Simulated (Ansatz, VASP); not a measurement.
## One calculation of CsLiCr2Te2S3, two programs

File INCAR:

```
SYSTEM = CsLiCr2Te2S3
PREC = Accurate
ENCUT = 520
EDIFF = 1E-6
ISMEAR = -1
SIGMA = 0.05
LREAL = .False.
LASPH = .True.
NELM = 150
ALGO = Normal
ISIF = 2
LWAVE = .False.
LCHARG = .False.
ISPIN = 2
MAGMOM = 0 0 3 3 0 0 0 0 0
LORBIT = 11
LMAXMIX = 4
GGA = PE
KPAR = 4
```

Contents of KPOINTS:

```
Automatic mesh
0
Gamma
  5 5 4
  0 0 0
```

File POSCAR:

```
CsLiCr2Te2S3
1.0
    3.4216200000     -5.1806900000      0.0078400000
    3.4216200000      5.1806900000      0.0078400000
   -2.9041100000      0.0000000000      7.4309300000
Cs Li Cr Te S
1 1 2 2 3
Direct
    0.0937400000      0.0937400000      0.0085300000
    0.5887500000      0.5887500000      0.5533600000
    0.0564600000      0.4675500000      0.5579000000
    0.4675500000      0.0564600000      0.5579000000
    0.5648600000      0.8735700000      0.2903500000
    0.8735700000      0.5648600000      0.2903500000
    0.8115100000      0.3969700000      0.7334700000
    0.3969700000      0.8115100000      0.7334700000
    0.2140400000      0.2140400000      0.4837100000
```

The input input.yaml:

```yaml
crystal:
  lattice:
    - [3.42162, -5.18069, 0.00784]
    - [3.42162, 5.18069, 0.00784]
    - [-2.90411, 0.0, 7.43093]
  atoms:
    - { symbol: Cs, position: [0.09374, 0.09374, 0.00853] }
    - { symbol: Li, position: [0.58875, 0.58875, 0.55336] }
    - { symbol: Cr, position: [0.05646, 0.46755, 0.5579], spin: 3.0 }
    - { symbol: Cr, position: [0.46755, 0.05646, 0.5579], spin: 3.0 }
    - { symbol: Te, position: [0.56486, 0.87357, 0.29035] }
    - { symbol: Te, position: [0.87357, 0.56486, 0.29035] }
    - { symbol: S, position: [0.81151, 0.39697, 0.73347] }
    - { symbol: S, position: [0.39697, 0.81151, 0.73347] }
    - { symbol: S, position: [0.21404, 0.21404, 0.48371] }
hamiltonian:
  xc: pbe
  pseudopotentials: { kind: paw }
magnetization:
  spin_polarized: true
kpoints:
  mp_grid: { grid: [5, 5, 4] }
scf:
  occupations: { method: fermi_dirac, width: 0.05 }
output:
  forces: true
  stress: true
  eigenvalues: true
  bader: true
  populations: true
  write_density: true
  write_potential: true
  elf: true
  volumetric_format: npy
```

The cell was built by a generator and needn't be a form met in nature.

Alike in both runs: task atomic charges; functional PBE; k mesh 5 × 5 × 4; occupations fermi-dirac, width 0.05 eV; collinear spin, ferromagnetic start.

```csv
,VASP,Ansatz
version,VASP 6.6.1,Ansatz 0.2.0
potentials or method,"VASP PAW PBE potentials, release 64 (Cs_sv, Li_sv, Cr_pv, Te, S)",Ansatz PAW
plane-wave cutoff (eV),520,420
valence electrons in the cell,66,90
```

```tsv
	VASP	Ansatz	Ansatz less VASP
gap on the k mesh at the Fermi level (eV)	none	none	-
rms of the force components (eV/Å)	0.005	0.005	+0.0009
net moment per atom (μB)	0.45	0.45	0.000
size of the moment on the site where the two differ most (μB)	2.27	2.02	-0.253
```

Site moments also hang on the region over which each program counts them. Atom by atom the forces differ by 0.003 eV/Å (rms over components). A gap of «none» marks a metal or a gap that the smearing closes. The two sets of potentials don't hold the same shells in valence.

Caveats: only a ferromagnetic start was run, and an antiferromagnetic order may lie lower in energy. With open d or f shells a metallic result of PBE can be an artefact of self-interaction; +U or a hybrid may open a gap. The runs have no spin-orbit coupling, so splittings on Cs, Te are missing.
